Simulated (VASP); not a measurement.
An input for Ansatz (written as the equivalent of a VASP run, and not itself run):

Ansatz 0.2 input:
```yaml
crystal:
  lattice:
    - [1.3724621, -2.3771745, 0.0000000]
    - [1.3724621, 2.3771745, 0.0000000]
    - [0.0000000, 0.0000000, 4.3974216]
  atoms:
    - { symbol: Tc, position: [0.3333330, 0.6666670, 0.2500000] }
    - { symbol: Tc, position: [0.6666670, 0.3333330, 0.7500000] }
kpoints:
  mp_grid: { grid: [14, 14, 8] }
hamiltonian:
  xc: pbe
  pseudopotentials: { kind: paw }
scf:
  occupations: { method: methfessel_paxton, width: 0.1 }
  max_iter: 100
relax:
  max_steps: 40
  f_tol: 0.01
  cell: { p_target: 5 }
output: { forces: true, stress: true, eigenvalues: true }
```

Write the VASP files for the same calculation (PBE).

One answer among several that fit: 
### INCAR
```
ALGO  =  Normal
EDIFF  =  1E-7
EDIFFG  =  -0.01
ENCUT  =  480
GGA  =  PE
IBRION  =  2
ISIF  =  3
ISMEAR  =  1
LASPH  =  .True.
LCHARG  =  .False.
LMAXMIX  =  4
LREAL  =  .False.
LWAVE  =  .False.
NELM  =  100
NSW  =  40
PREC  =  Accurate
PSTRESS  =  50
SIGMA  =  0.1
SYSTEM  =  Tc
```

**KPOINTS**
```
Automatic mesh
0
Gamma
14 14 8
0 0 0
```

File POSCAR:
```
Tc
1.0
  1.3724620931  -2.3771744724   0.0000000000
  1.3724620931   2.3771744724   0.0000000000
  0.0000000000   0.0000000000   4.3974216093
Tc
2
Cart
  1.3724620931   0.7923930756   1.0993554023
  1.3724620931  -0.7923930756   3.2980662070
```

POTCAR, in this order: Tc_pv (PBE.64 set). Program: vasp_std.

The two are equivalent in intent, not identical: each code has its own PAW files, so the cut-off isn't converted (ENCUT is set for VASP's; basis.ecutwfc is left out, and Ansatz then takes the one that its files recommend); Ansatz stops its SCF on the density residual and VASP on the energy change (EDIFF).

The compound is Tc in the hcp structure. This run relaxes it under an external pressure of 5 GPa. Symmetry was kept, so distortions that lower it aren't found.
